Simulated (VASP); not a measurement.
Output of a VASP run:

**OSZICAR**
```
       N       E                     dE             d eps       ncg     rms          rms(c)
DAV:   1     0.810866435470E+01    0.81087E+01   -0.29206E+03  2168   0.683E+02
DAV:   2    -0.909939146232E+01   -0.17208E+02   -0.15718E+02  2021   0.103E+02
DAV:   3    -0.925783652280E+01   -0.15845E+00   -0.15833E+00  2311   0.127E+01
DAV:   4    -0.925852601959E+01   -0.68950E-03   -0.68947E-03  2170   0.831E-01
DAV:   5    -0.925853231958E+01   -0.63000E-05   -0.62997E-05  2221   0.717E-02    0.108E+01
DAV:   6    -0.834941975606E+01    0.90911E+00   -0.13726E+01  2120   0.548E+01    0.587E+00
DAV:   7    -0.826748124091E+01    0.81939E-01   -0.96077E-01  2119   0.140E+01    0.330E+00
DAV:   8    -0.826260133717E+01    0.48799E-02   -0.96338E-03  2434   0.758E-01    0.146E+00
DAV:   9    -0.825576472168E+01    0.68366E-02   -0.86142E-03  2471   0.690E-01    0.356E-01
DAV:  10    -0.825602294755E+01   -0.25823E-03   -0.16163E-03  2155   0.416E-01    0.127E-01
DAV:  11    -0.825602006940E+01    0.28782E-05   -0.21672E-04  2141   0.180E-01    0.444E-02
DAV:  12    -0.825602292000E+01   -0.28506E-05   -0.55698E-06  2100   0.365E-02    0.163E-02
DAV:  13    -0.825602456022E+01   -0.16402E-05   -0.13587E-06  1523   0.933E-03    0.396E-03
DAV:  14    -0.825602420882E+01    0.35140E-06   -0.10328E-07  1019   0.338E-03
   1 F= -.82560242E+01 E0= -.82394411E+01  d E =-.825602E+01  mag=     2.2711
       N       E                     dE             d eps       ncg     rms          rms(c)
DAV:   1    -0.867825660704E+01   -0.42223E+00   -0.89737E+00  2099   0.496E+01    0.611E+00
DAV:   2    -0.828720808901E+01    0.39105E+00   -0.36627E+00  2120   0.286E+01    0.494E+00
DAV:   3    -0.826349471324E+01    0.23713E-01   -0.17776E-01  2138   0.640E+00    0.199E+00
DAV:   4    -0.825955800119E+01    0.39367E-02   -0.20401E-03  2126   0.595E-01    0.389E-01
DAV:   5    -0.825628913552E+01    0.32689E-02   -0.53084E-03  2380   0.604E-01    0.731E-02
DAV:   6    -0.825633080837E+01   -0.41673E-04   -0.18652E-04  2110   0.176E-01    0.380E-02
DAV:   7    -0.825632731589E+01    0.34925E-05   -0.15501E-05  2109   0.643E-02    0.186E-02
DAV:   8    -0.825632692440E+01    0.39149E-06   -0.15014E-06  1567   0.204E-02
   2 F= -.82563269E+01 E0= -.82394964E+01  d E =-.302716E-03  mag=     2.1793
       N       E                     dE             d eps       ncg     rms          rms(c)
DAV:   1    -0.836950566594E+01   -0.11318E+00   -0.22606E+00  2093   0.257E+01    0.308E+00
DAV:   2    -0.827690063087E+01    0.92605E-01   -0.10885E+00  2119   0.146E+01    0.283E+00
DAV:   3    -0.826743436880E+01    0.94663E-02   -0.71732E-02  2146   0.400E+00    0.101E+00
DAV:   4    -0.826636770649E+01    0.10667E-02   -0.75439E-04  2155   0.427E-01    0.257E-01
DAV:   5    -0.826546569791E+01    0.90201E-03   -0.11292E-03  2105   0.314E-01    0.405E-02
DAV:   6    -0.826548506628E+01   -0.19368E-04   -0.21639E-05  2070   0.509E-02    0.199E-02
DAV:   7    -0.826548772593E+01   -0.26597E-05   -0.21027E-06  2021   0.235E-02    0.112E-02
DAV:   8    -0.826548959901E+01   -0.18731E-05   -0.10072E-06  1332   0.138E-02    0.208E-03
DAV:   9    -0.826548952306E+01    0.75949E-07   -0.24348E-08  1008   0.189E-03
   3 F= -.82654895E+01 E0= -.82495615E+01  d E =-.946531E-02  mag=     2.2250
```

### OUTCAR
```
------------------------ aborting loop because EDIFF is reached ----------------------------------------
  FORCE on cell =-STRESS in cart. coord.  units (eV):
  Direction    XX          YY          ZZ          XY          YZ          ZX
  --------------------------------------------------------------------------------------
  Total       -0.0037167     -0.0037167     -0.0037167      0.0000000      0.0000000     -0.0000000
  in kB       -0.5226880     -0.5226880     -0.5226880      0.0000000      0.0000000     -0.0000000
  external PRESSURE =      -0.5226880 kB  Pullay stress =       0.0000000 kB
  volume of cell :       11.39
      direct lattice vectors                 reciprocal lattice vectors
    -1.417498250  1.417498250  1.417498250     0.000000000  0.352734122  0.352734122
     1.417498250 -1.417498250  1.417498250     0.352734122  0.000000000  0.352734122
     1.417498250  1.417498250 -1.417498250     0.352734122  0.352734122  0.000000000
 POSITION                                       TOTAL-FORCE (eV/Angst)
 -----------------------------------------------------------------------------------
      0.00000     -0.00000      0.00000         0.000000     -0.000000     -0.000000
 -----------------------------------------------------------------------------------
    total drift:                               -0.000000     -0.000000      0.000000
  FREE ENERGIE OF THE ION-ELECTRON SYSTEM (eV)
  ---------------------------------------------------
  free  energy   TOTEN  =        -8.2654895231 eV

  energy  without entropy=       -8.2336334088  energy(sigma->0) =       -8.24956147

 total charge

# of ion       s       p       d       tot
------------------------------------------
    1        0.487   0.540   6.228   7.255

 magnetization (x)

# of ion       s       p       d       tot
------------------------------------------
    1       -0.013  -0.054   2.288   2.222

 reached required accuracy - stopping structural energy minimisation
```
(Selected blocks of OUTCAR.)

### POSCAR
```
Fe
1
   -1.4350000000     1.4350000000     1.4350000000
    1.4350000000    -1.4350000000     1.4350000000
    1.4350000000     1.4350000000    -1.4350000000
Fe
1
Direct
  0.0000000000   0.0000000000   0.0000000000
```

Reconstruct the remaining input files.

This is not unique; one that fits is the input of the run itself, PBE GGA, plane waves, VASP's PBE PAW potentials (set 64).

### INCAR
```
SYSTEM = Fe
PREC = Accurate; ENCUT = 300; LREAL = F
LASPH = T
EDIFF = 1E-6; NELM = 100; ALGO = Normal
LMAXMIX = 4
ISMEAR = -1; SIGMA = 0.1
GGA = PE
ISPIN = 2; MAGMOM = 2.5
IBRION = 2; NSW = 50; ISIF = 3
EDIFFG = -0.01
LWAVE = F; LCHARG = F; LORBIT = 11
```

**KPOINTS**
```
Automatic mesh
0
Gamma
11 11 11
0 0 0
```

POTCAR, in this order: Fe (PBE.64 set). Program: vasp_std.

At this cut-off the stress carries a Pulay error, which pulls relaxed volumes low. Energy and stress use the plane-wave basis of the starting cell.

The structure is a typed Fe crystal (Im-3m). This run relaxes it. Symmetry was kept, so distortions that lower it aren't found. The run is one of a series of settings (EDIFFG = -0.01, IBRION = 2, ISIF = 3, NSW = 50 against the base run), some of them coarse on purpose.
